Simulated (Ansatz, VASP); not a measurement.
# Cross-check of Si9Ge28H28 (H-capped Ge nanowire along [001] with a Si core) between VASP and Ansatz, part 2 of 2

One calculation is typed for both programs; each brings its own data sets. How far apart do they land? The cell is taken from a series of runs on this material, whose earlier steps may have relaxed, scaled, displaced or heated it; both programs get it as it stands.

VASP 6.6.1 and Ansatz 0.2.0.

So far: The structure; Ansatz: single point, PBE.

**3. VASP: single point, PBE**

Level of this step: PBE; plane waves and PAW (Ge_d, Si, H) (VASP).

The same cell, functional and mesh now go to VASP, with its own data sets.

Lines of VASP's logs that name or quote its potential files are left out, and so is its time.

INCAR reads:

```
SYSTEM = Si9Ge28H28
PREC = Accurate
ENCUT = 410
EDIFF = 1E-06
NELM = 120
ISMEAR = 0
SIGMA = 0.01
LREAL = Auto
ALGO = Normal
GGA = PE
NBANDS = 280
LORBIT = 11
LWAVE = .FALSE.
LCHARG = .FALSE.
ISIF = 2
LASPH = .TRUE.
GGA_COMPAT = .FALSE.
EFERMI = MIDGAP
KPAR = 2
```

POSCAR reads:

```
Si9Ge28H28
1.0
   26.5009100000      0.0000000000      0.0000000000
    0.0000000000     26.5009100000      0.0000000000
    0.0000000000      0.0000000000      5.6580000000
Ge Si H
28 9 28
Direct
    0.3499900000      0.3500600000      0.2502300000
    0.3510600000      0.4251000000      0.5042900000
    0.2701100000      0.4288500000      0.7178700000
    0.2735200000      0.4999700000      0.9952600000
    0.3510000000      0.4999400000      0.2405100000
    0.3511100000      0.5747800000      0.5042900000
    0.2701600000      0.5711000000      0.7179100000
    0.3501000000      0.6498300000      0.2502800000
    0.4998500000      0.2734900000      0.5052300000
    0.4287300000      0.2701200000      0.7826000000
    0.4250400000      0.3510700000      0.9962100000
    0.4998900000      0.3509600000      0.2599800000
    0.4251400000      0.6487600000      0.9962100000
    0.4999800000      0.6488200000      0.2599800000
    0.5000000000      0.7263000000      0.5052300000
    0.4288900000      0.7297200000      0.7826300000
    0.5709700000      0.2700700000      0.7826500000
    0.5747300000      0.3510200000      0.9962100000
    0.6497700000      0.3499500000      0.2503000000
    0.6487600000      0.4250000000      0.5043100000
    0.6488600000      0.4998400000      0.2405400000
    0.6488100000      0.5746900000      0.5043200000
    0.5748200000      0.6487200000      0.9962100000
    0.6498600000      0.6497400000      0.2503000000
    0.5711200000      0.7296700000      0.7826300000
    0.7297100000      0.4286900000      0.7179300000
    0.7263400000      0.4998200000      0.9953000000
    0.7297500000      0.5709400000      0.7179600000
    0.4999100000      0.4268300000      0.5036400000
    0.4264500000      0.4264600000      0.7502500000
    0.4268700000      0.4999200000      0.9968800000
    0.4999300000      0.4998900000      0.2502600000
    0.4999600000      0.5729600000      0.5036400000
    0.4265000000      0.5733700000      0.7502500000
    0.5733700000      0.4264100000      0.7502700000
    0.5730000000      0.4998700000      0.9968900000
    0.5734100000      0.5733300000      0.7502600000
    0.3004100000      0.3511900000      0.1075400000
    0.3510700000      0.3004700000      0.3928500000
    0.2583200000      0.3772000000      0.8298800000
    0.2287400000      0.4408600000      0.5337200000
    0.2259100000      0.4999800000      0.1540400000
    0.2287700000      0.5591400000      0.5337900000
    0.2584300000      0.6227500000      0.8299900000
    0.3005100000      0.6487600000      0.1076600000
    0.3512400000      0.6994200000      0.3929500000
    0.4998400000      0.2258700000      0.3464600000
    0.3770700000      0.2583800000      0.6705700000
    0.4407000000      0.2287400000      0.9667300000
    0.5000100000      0.7739200000      0.3464500000
    0.3772300000      0.7415100000      0.6706700000
    0.4409000000      0.7710800000      0.9667900000
    0.6226200000      0.2582600000      0.6706700000
    0.5589500000      0.2287000000      0.9668100000
    0.6993600000      0.3510300000      0.1077000000
    0.6486300000      0.3003700000      0.3929900000
    0.6994600000      0.6486300000      0.1077000000
    0.6487500000      0.6993200000      0.3929800000
    0.6227800000      0.7414400000      0.6706500000
    0.5591300000      0.7710400000      0.9667900000
    0.7414500000      0.3770300000      0.8299800000
    0.7710900000      0.4406600000      0.5338100000
    0.7739600000      0.4998000000      0.1540900000
    0.7711300000      0.5589600000      0.5338400000
    0.7415200000      0.6225900000      0.8300400000
```

KPOINTS reads:

```
Automatic mesh
0
Gamma
1 1 2
0 0 0
```

PAW data sets: Ge_d, Si and H (PBE family, release 64).

Command:

```console
$ mpirun -np 8 vasp_std
```

Numbers of over 12 decimals in the logs are rounded to 6 here.

Log:

```text
[banner, memory and clock lines left out]
running    8 mpi-ranks, on    1 nodes
[...]
|                                                                             |
|           W    W    AA    RRRRR   N    N  II  N    N   GGGG   !!!           |
|           W    W   A  A   R    R  NN   N  II  NN   N  G    G  !!!           |
|           W    W  A    A  R    R  N N  N  II  N N  N  G       !!!           |
|           W WW W  AAAAAA  RRRRR   N  N N  II  N  N N  G  GGG   !            |
|           WW  WW  A    A  R   R   N   NN  II  N   NN  G    G                |
|           W    W  A    A  R    R  N    N  II  N    N   GGGG   !!!           |
|                                                                             |
|     For optimal performance we recommend to set                             |
|       NCORE = 2 up to number-of-cores-per-socket                            |
|     NCORE specifies how many cores store one orbital (NPAR=cpu/NCORE).      |
|     This setting can greatly improve the performance of VASP for DFT.       |
|     The default, NCORE=1 might be grossly inefficient on modern             |
|     multi-core architectures or massively parallel machines. Do your        |
|     Unfortunately you need to use the default for GW and RPA                |
|     calculations (for HF NCORE is supported but not extensively tested      |
|     yet).                                                                   |
|                                                                             |

 LDA part: xc-table for (Slater+PW92), standard interpolation
 POSCAR, INCAR and KPOINTS ok, starting setup
[...]
entering main loop
       N       E                     dE             d eps       ncg     rms          rms(c)
DAV:   1     0.407678898118E+04    0.40768E+04   -0.18939E+05  1200   0.173E+03
DAV:   2     0.429008435437E+03   -0.36478E+04   -0.35236E+04  1512   0.387E+02
DAV:   3    -0.221619164568E+03   -0.65063E+03   -0.63717E+03  1552   0.192E+02
DAV:   4    -0.269734385317E+03   -0.48115E+02   -0.47732E+02  1280   0.590E+01
[...]
DAV:  28    -0.263353583266E+03   -0.14030E-05   -0.52308E-08   800   0.180E-03    0.108E-04
DAV:  29    -0.263353584621E+03   -0.13550E-05   -0.45601E-08   776   0.136E-03    0.102E-04
DAV:  30    -0.263353584754E+03   -0.13319E-06   -0.11447E-08   768   0.106E-03
   1 F= -.26335358E+03 E0= -.26335358E+03  d E =0.000000E+00
```

OUTCAR, selected parts (step 3):

```text
  Total       -5.8411754     -5.8400533     -0.1975640      0.0003877     -0.0006760     -0.0092740
  in kB       -2.3551920     -2.3547395     -0.0796588      0.0001563     -0.0002726     -0.0037393
  external PRESSURE =      -1.5965301 kB  Pullay stress =       0.0000000 kB

 POSITION                                       TOTAL-FORCE (eV/Angst)
 -----------------------------------------------------------------------------------
      9.27505      9.27691      1.41580         0.091461      0.090408     -0.000402
      9.30341     11.26554      2.85327        -0.002189      0.017658      0.003786
      7.15816     11.36492      4.06171         0.134776      0.088871      0.024858
      7.24853     13.24966      5.63118         0.004855     -0.000132     -0.039570
      9.30182     13.24886      1.36081         0.086403      0.000397     -0.028503
      9.30473     15.23219      2.85327        -0.002272     -0.017234      0.004061
      7.15949     15.13467      4.06193         0.135544     -0.091080      0.024075
      9.27797     17.22109      1.41608         0.090909     -0.087939      0.001050
     13.24648      7.24773      2.85859         0.001724      0.000914      0.038733
     11.36174      7.15843      4.42795         0.087448      0.136083     -0.025440
     11.26395      9.30367      5.63656         0.018322     -0.001811     -0.003186
     13.24754      9.30076      1.47097        -0.001379      0.088378      0.027805
     11.26660     17.19273      5.63656         0.016895      0.003086     -0.004611
     13.24992     17.19432      1.47097        -0.000205     -0.085972      0.028692
[...]
-----------------------------------------------------------------------------------
    total drift:                                0.000076     -0.000934      0.000573

  FREE ENERGIE OF THE ION-ELECTRON SYSTEM (eV)
  ---------------------------------------------------
  free  energy   TOTEN  =      -263.3535847540 eV

  energy  without entropy=     -263.3535847540  energy(sigma->0) =     -263.35358475

[... 2 further parts left out ...]
```

**4. Comparison**

Known differences besides the potentials themselves: fixed occupations in Ansatz, narrow Gaussian smearing in VASP; the cutoff is 420 eV in Ansatz and 410 eV in VASP (PREC = Accurate, projectors in real space). Total energies have different zeros and are not compared.

Compared:

```
              quantity  Ansatz   VASP  difference
gap on the k mesh (eV)   2.003  2.006      -0.003
```

Forces on 10 of the 65 atoms, those with the largest forces and the largest differences (eV/Å; atoms numbered as in POSCAR):

```
atom          Ansatz x, y, z            VASP x, y, z
 Ge3     0.152, 0.103, 0.029     0.135, 0.089, 0.025
 Ge7    0.153, -0.105, 0.028    0.136, -0.091, 0.024
 Ge8    0.107, -0.104, 0.001    0.091, -0.088, 0.001
Ge10    0.101, 0.153, -0.030    0.087, 0.136, -0.025
Ge16   0.099, -0.155, -0.030   0.085, -0.138, -0.026
Ge17   -0.103, 0.150, -0.029   -0.089, 0.133, -0.025
Ge24  -0.104, -0.108, -0.002  -0.088, -0.091, -0.002
Ge25  -0.102, -0.152, -0.030  -0.088, -0.134, -0.026
Ge26    -0.154, 0.102, 0.031    -0.136, 0.089, 0.027
 H44    -0.072, 0.023, 0.022    -0.068, 0.003, 0.012
```

The forces differ by 10 meV/Å r.m.s., which is 21.9 % of the r.m.s. force of 0.047 eV/Å (both taken over all components). A gap on the mesh is an upper bound, since the band edges may lie between its points. With vacuum in the cell, a pressure given here is an average over mostly empty space and none of the material.

**5. Outcome**

| Property | Result |
| --- | --- |
| r.m.s. force difference (single point, PBE) | 10 meV/Å |

The r.m.s. force difference is 10 meV/Å (single point, PBE), within the 12 meV/Å picked in this series as the mark of a large difference. How closely two codes agree says nothing of how well the functional describes the real material.

[Lines on the potential files, build, host, timing and source positions are cut from VASP's logs without a mark.]

[Logs are printed without paths, hosts, clocks, repeated set-up lines and the standing remarks that a program may print on its own settings, such as how far it seeks lower states.]

[Hosts, paths, dates, database ids (printed as entryN), source tags and the programs' standing remarks are cut or masked in the printed files.]
